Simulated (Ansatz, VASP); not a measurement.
# AgF in two plane-wave programs, part 2 of 2

One calculation is typed for both programs; each brings its own data sets. How far apart do they land? The cell is generated by rule, not measured, and may not be a known phase. Of the first pair: The two relaxations start from unlike cells of this crystal (the structure described is Ansatz's start), so only their ends are compared.

VASP 6.6.1 and Ansatz 0.2.0.

So far: The starting structure; VASP: relaxation of cell and atoms, PBEsol, pair 1; Ansatz: relaxation of cell and atoms, PBEsol, pair 1; Differences.

### Step 5. VASP: relaxation of cell and atoms, PBEsol, pair 2

Level of this step: PBEsol; plane waves and PAW (Ag, F); invented cell (VASP).

The relaxed volume is the usual yardstick between codes: in a stiff, nearly cubic crystal its relative difference is about their pressure difference at one cell divided by the bulk modulus.

Input file INCAR:

```
SYSTEM = AgF
PREC = Accurate
ENCUT = 600
EDIFF = 1E-07
NELM = 120
ISMEAR = 1
SIGMA = 0.2
LREAL = .FALSE.
ALGO = Normal
GGA = PS
NBANDS = 24
LASPH = .TRUE.
LORBIT = 11
LWAVE = .FALSE.
LCHARG = .FALSE.
ISIF = 3
IBRION = 2
NSW = 80
EDIFFG = -0.005
GGA_COMPAT = .FALSE.
NELMIN = 4
KPAR = 2
```

Input file POSCAR:

```
AgF
1.0
    3.0410820000      0.0000030000      0.0000000000
   -1.5205430000      2.6336530000      0.0000000000
    0.0000000000      0.0000000000      6.8555430000
Ag F
2 2
Direct
    0.0000000000      0.0000000000      0.0000000000
    0.0000000000      0.0000000000      0.4999999271
    0.3333333164      0.6666664135      0.2500000365
    0.6666664938      0.3333332068      0.7499999635
```

Input file KPOINTS:

```
Automatic mesh
0
Gamma
15 15 6
0 0 0
```

PAW data sets: Ag and F (PBE family, release 64).

Started as:

```
> mpirun -np 2 vasp_std
```

Numbers of over 12 decimals in the logs are rounded to 6 here.

The program printed:

```text
[banner, memory and clock lines left out]
running    2 mpi-ranks, on    1 nodes
[...]
[... a notice as in an earlier step ...]

 LDA part: xc-table for (Slater+PW92), standard interpolation
 POSCAR, INCAR and KPOINTS ok, starting setup
[...]
entering main loop
       N       E                     dE             d eps       ncg     rms          rms(c)
DAV:   1     0.282555708577E+03    0.28256E+03   -0.21407E+04  5216   0.166E+03
DAV:   2    -0.298714234136E+01   -0.28554E+03   -0.27217E+03  5784   0.375E+02
DAV:   3    -0.154471364168E+02   -0.12460E+02   -0.12398E+02  5960   0.835E+01
DAV:   4    -0.155165879193E+02   -0.69452E-01   -0.69446E-01  5896   0.644E+00
[...]
DAV:  13    -0.139435120487E+02   -0.14025E-06   -0.32516E-06  5976   0.143E-02    0.256E-03
DAV:  14    -0.139435121491E+02   -0.10038E-06   -0.73340E-08  4104   0.246E-03    0.618E-04
DAV:  15    -0.139435121594E+02   -0.10255E-07   -0.26946E-08  2944   0.149E-03
   1 F= -.13943512E+02 E0= -.13945696E+02  d E =-.139435E+02
[... from here on, the cycles between the ionic steps are left out ...]
   2 F= -.13943888E+02 E0= -.13946037E+02  d E =-.375531E-03
   3 F= -.13943895E+02 E0= -.13946049E+02  d E =-.382909E-03
   4 F= -.13943929E+02 E0= -.13946083E+02  d E =-.334745E-04
   5 F= -.13943998E+02 E0= -.13946155E+02  d E =-.102602E-03
   6 F= -.13943986E+02 E0= -.13946150E+02  d E =-.911022E-04
[...]
reached required accuracy - stopping structural energy minimisation
```

OUTCAR, selected parts (step 5):

```text
  Total        0.0165246      0.0165246     -0.0169891      0.0000000      0.0000000      0.0000000
  in kB        0.4859825      0.4859826     -0.4996448      0.0000001      0.0000000      0.0000000
  external PRESSURE =       0.1574401 kB  Pullay stress =       0.0000000 kB

 POSITION                                       TOTAL-FORCE (eV/Angst)
 -----------------------------------------------------------------------------------
     -0.00000      0.00000      0.00000         0.000000      0.000000     -0.000000
      0.00000      0.00000      3.43668         0.000000      0.000000     -0.000000
     -0.00000      1.74662      1.71834        -0.000000      0.000000      0.000000
      1.51262      0.87331      5.15503         0.000000     -0.000000     -0.000000
 -----------------------------------------------------------------------------------
    total drift:                               -0.000000      0.001811      0.000127

  FREE ENERGIE OF THE ION-ELECTRON SYSTEM (eV)
  ---------------------------------------------------
  free  energy   TOTEN  =       -13.9439861701 eV

  energy  without entropy=      -13.9504764853  energy(sigma->0) =      -13.94614961

[... 1 part as in an earlier step ...]

[... 3 further parts left out ...]
[key lines of the parts left out:]
E-fermi :   3.8854
```

### Step 6. Ansatz: relaxation of cell and atoms, PBEsol, pair 2

The same cell, functional, mesh and smearing now go to Ansatz, which takes its cutoff from its data sets.

The cell is taken from a series of runs on this material, whose earlier steps may have relaxed, scaled, displaced or heated it; both programs get it as it stands.

Input file input.yaml:

```yaml
crystal:
  lattice:
    - [3.0410817441, 2.5805e-06, 0.0]
    - [-1.5205431068, 2.6336527551, 0.0]
    - [0.0, 0.0, 6.8555428513]
  atoms:
    - { symbol: Ag, position: [0.0, 0.0, 0.0] }
    - { symbol: Ag, position: [0.0, 0.0, 0.5] }
    - { symbol: F, position: [0.3333333333, 0.6666666667, 0.25] }
    - { symbol: F, position: [0.6666666667, 0.3333333333, 0.75] }
kpoints:
  mp_grid: { grid: [15, 15, 6] }
hamiltonian:
  xc: pbesol
scf:
  occupations: { method: methfessel_paxton, width: 0.2 }
output:
  forces: true
  stress: true
  eigenvalues: true
relax:
  adjacent_minimum: "off"
  f_tol: 0.001
  max_steps: 60
  cell: { stress_tol: 0.01 }
```

Started as:

```
> ansatz run input.yaml --threads 4 --pin off --max-ram 7168MiB --backend cpu --events-out ev --progress --plain --runs-dir out
```

The program printed:

```text
[...]
Crystal: 4 atoms, lattice volume = 54.907 Å³
Basis set: ecut = 420 eV, 1079 PW (Γ), exchange–correlation on 48×48×96 points (8 copies of the dense FFT grid, shifted against one another)
Bands: 32, of which v1, the nominal top of the filled ones, is band 26 counted from 1 (25 counted from 0)
Symmetry: 24 space group operations
[...]
k-points: 108 of 1350
[...]
--- Relaxed structure (3 steps of the walk, 3 accepted, 1 SCFs on fresh bases) ---
[...]
cell:  # Å, volume = 54.8496 Å³
    - [3.038066, 2.5779244479505507e-6, 0.0]
    - [-1.519035, 2.631041, 0.0]
    - [0.0, 0.0, 6.861959]
  atoms:
    - { symbol: Ag, position: [0, 0, 0.0] }
    - { symbol: Ag, position: [0, 0, 0.5] }
    - { symbol: F, position: [0.333333, 0.666667, 0.25] }
    - { symbol: F, position: [0.666667, 0.333333, 0.75] }
[key lines of the parts left out:]
SCF converged after 6 iterations
Free energy (F): -16643.145669 eV
Fermi energy:    10.301415 eV
P = ⅓ Tr σ = -0.0032 GPa (-0.032 kbar)
```

### Step 7. Differences

What differs besides the data sets and the points named for the pairs above, as far as they apply: the data sets hold 52 valence electrons in Ansatz (on its default PAW (the set named soft_2) files) and 36 in VASP. Total energies have different zeros and are not compared.

Compared:

```tsv
quantity	Ansatz	VASP	difference
volume (Å³)	54.85	54.48	+0.68 %
edge a after relaxation, in the typed setting (Å)	3.038	3.025	+0.43 %
edge c after relaxation, in the typed setting (Å)	6.862	6.873	-0.17 %
```

### Step 8. Ansatz: relaxation of cell and atoms, PBEsol, pair 3

The relaxed volume is the usual yardstick between codes: in a stiff, nearly cubic crystal its relative difference is about their pressure difference at one cell divided by the bulk modulus. Its start cell is another than that of the pair before, and may be another structure of the material.

The cell is taken from a series of runs on this material, whose earlier steps may have relaxed, scaled, displaced or heated it; both programs get it as it stands.

input.yaml, the sections that differ from step 6:

```yaml
crystal:
  lattice:
    - [1.5095141594, -2.6122165379, 0.0]
    - [1.5095141594, 2.6122165379, 0.0]
    - [0.0, 0.0, 7.1675250814]
  atoms:
    - { symbol: Ag, position: [0.0, 0.0, 0.0] }
    - { symbol: Ag, position: [0.0, 0.0, 0.5] }
    - { symbol: F, position: [0.7671530424, 0.2328469576, 0.25] }
    - { symbol: F, position: [0.2328469576, 0.7671530424, 0.75] }
kpoints:
  mp_grid: { grid: [16, 16, 6] }
# hamiltonian, scf, output, relax: as in step 6
```

The program printed:

```text
[...]
Crystal: 4 atoms, lattice volume = 56.526 Å³
Basis set: ecut = 420 eV, 1055 PW (Γ), exchange–correlation on 48×48×96 points (8 copies of the dense FFT grid, shifted against one another)
Bands: 32, of which v1, the nominal top of the filled ones, is band 26 counted from 1 (25 counted from 0)
Symmetry: 8 space group operations
[...]
k-points: 292 of 1536
[...]
--- Relaxed structure (1 steps of the walk, 1 accepted, 1 SCFs on fresh bases) ---
[...]
cell:  # Å, volume = 56.5257 Å³
    - [1.5095141594, -2.6122165379, 0.0]
    - [1.5095141594, 2.6122165379, 0.0]
    - [0.0, 0.0, 7.1675250814]
  atoms:
    - { symbol: Ag, position: [0.0, 0.0, 0.0] }
    - { symbol: Ag, position: [0.0, 0.0, 0.5] }
    - { symbol: F, position: [0.7671530424, 0.232847, 0.25] }
    - { symbol: F, position: [0.232847, 0.7671530424, 0.75] }
[key lines of the parts left out:]
SCF converged after 8 iterations
Free energy (F): -16643.184853 eV
Fermi energy:    10.152944 eV
P = ⅓ Tr σ = -0.0068 GPa (-0.068 kbar)
```

### Step 9. VASP: relaxation of cell and atoms, PBEsol, pair 3

The same cell, functional, mesh and smearing now go to VASP, with its own data sets.

INCAR is that of step 5.

Input file POSCAR:

```
AgF
1.0
    1.5095140000     -2.6122170000      0.0000000000
    1.5095140000      2.6122170000      0.0000000000
    0.0000000000      0.0000000000      7.1675250000
Ag F
2 2
Direct
    0.0000000000      0.0000000000      0.0000000000
    0.0000000000      0.0000000000      0.5000000698
    0.7671529586      0.2328470414      0.2499999651
    0.2328470414      0.7671529586      0.7500000349
```

Input file KPOINTS:

```
Automatic mesh
0
Gamma
16 16 6
0 0 0
```

Started as:

```
> mpirun -np 2 vasp_std
```

The program printed:

```text
[... set-up lines as in an earlier step ...]
 entering main loop
       N       E                     dE             d eps       ncg     rms          rms(c)
DAV:   1     0.282410211241E+03    0.28241E+03   -0.21358E+04 14040   0.165E+03
DAV:   2    -0.317935449094E+01   -0.28559E+03   -0.27249E+03 15808   0.375E+02
DAV:   3    -0.156773463839E+02   -0.12498E+02   -0.12441E+02 16136   0.837E+01
DAV:   4    -0.157493460380E+02   -0.72000E-01   -0.71995E-01 15808   0.653E+00
[...]
DAV:  13    -0.139758678460E+02   -0.37156E-06   -0.13368E-05 15160   0.279E-02    0.335E-03
DAV:  14    -0.139758679850E+02   -0.13897E-06   -0.27133E-07 12992   0.713E-03    0.165E-03
DAV:  15    -0.139758679417E+02    0.43292E-07   -0.80290E-08  7976   0.377E-03
   1 F= -.13975868E+02 E0= -.13977098E+02  d E =-.139759E+02
[... from here on, the cycles between the ionic steps are left out ...]
   2 F= -.13976105E+02 E0= -.13977328E+02  d E =-.236989E-03
   3 F= -.13976108E+02 E0= -.13977331E+02  d E =-.240007E-03
   6 F= -.13976345E+02 E0= -.13977592E+02  d E =-.236824E-03
   7 F= -.13976379E+02 E0= -.13977627E+02  d E =-.340219E-04
   8 F= -.13976469E+02 E0= -.13977718E+02  d E =-.124537E-03
   9 F= -.13976582E+02 E0= -.13977830E+02  d E =-.237144E-03
  10 F= -.13976646E+02 E0= -.13977892E+02  d E =-.301138E-03
  11 F= -.13976645E+02 E0= -.13977892E+02  d E =-.300299E-03
  12 F= -.13976670E+02 E0= -.13977918E+02  d E =-.246042E-04
  13 F= -.13976691E+02 E0= -.13977942E+02  d E =-.457601E-04
  14 F= -.13976695E+02 E0= -.13977945E+02  d E =-.453019E-05
  15 F= -.13976724E+02 E0= -.13977970E+02  d E =-.327878E-04
  16 F= -.13976742E+02 E0= -.13977983E+02  d E =-.514039E-04
[...]
reached required accuracy - stopping structural energy minimisation
```

Parts of OUTCAR (step 9):

```text
  Total        0.0065621     -0.0180763      0.0006014      0.0000000     -0.0000000      0.0000000
  in kB        0.1877104     -0.5170725      0.0172031      0.0000000     -0.0000000      0.0000000
  external PRESSURE =      -0.1040530 kB  Pullay stress =       0.0000000 kB

 POSITION                                       TOTAL-FORCE (eV/Angst)
 -----------------------------------------------------------------------------------
      1.50422      2.61048      7.13193         0.000000     -0.000000      0.000000
      1.50422      2.61048      3.56596         0.000000      0.000000      0.000000
      1.50422     -1.36349      1.78298         0.000000      0.000989      0.000000
      1.50422      1.36349      5.34894         0.000000     -0.000989      0.000000
 -----------------------------------------------------------------------------------
    total drift:                               -0.000000      0.000192     -0.000119

  FREE ENERGIE OF THE ION-ELECTRON SYSTEM (eV)
  ---------------------------------------------------
  free  energy   TOTEN  =       -13.9767422357 eV

  energy  without entropy=      -13.9804647632  energy(sigma->0) =      -13.97798308

[... 1 part as in an earlier step ...]

[... 3 further parts left out ...]
[key lines of the parts left out:]
E-fermi :   3.9502
```

### Step 10. Comparison

What differs besides the data sets and the points named for the pairs above, as far as they apply: the data sets hold 52 valence electrons in Ansatz (on its default PAW (the set named soft_2) files) and 36 in VASP. Total energies have different zeros and are not compared.

Compared:

```tsv
quantity	Ansatz	VASP	difference
volume (Å³)	56.53	56.01	+0.92 %
edge a after relaxation, in the typed setting (Å)	3.017	3.013	+0.14 %
edge c after relaxation, in the typed setting (Å)	7.168	7.132	+0.50 %
```

Our record labels this cell a metal in Ansatz alone; each run is judged by its own test, so with a small gap or wide smearing the label says little about the levels.

### Step 11. Summary of results

```
difference in volume (relaxation of cell and atoms, PBEsol, pair 1) : 0.57 %
difference in volume (relaxation of cell and atoms, PBEsol, pair 2) : 0.68 %
difference in volume (relaxation of cell and atoms, PBEsol, pair 3) : 0.92 %
```

In words: The difference in volume is 0.92 % (relaxation of cell and atoms, PBEsol, pair 3), within the 1.2 % picked in this series as the mark of a large difference, as far as the stopping tolerances let one tell. The data sets hold unlike numbers of valence electrons (52 in Ansatz and 36 in VASP), so part of the differences comes from the potentials. 1 further run of this series is not shown here. Such differences can come from data sets, numerical settings and the points named under the comparisons, not from the functional's error against experiment.

[Lines on the potential files, build, host, timing and source positions are cut from VASP's logs without a mark.]

[Logs are printed without paths, hosts, clocks, repeated set-up lines and the standing remarks that a program may print on its own settings, such as how far it seeks lower states.]

[Hosts, paths, dates, database ids (printed as entryN), source tags and the programs' standing remarks are cut or masked in the printed files.]
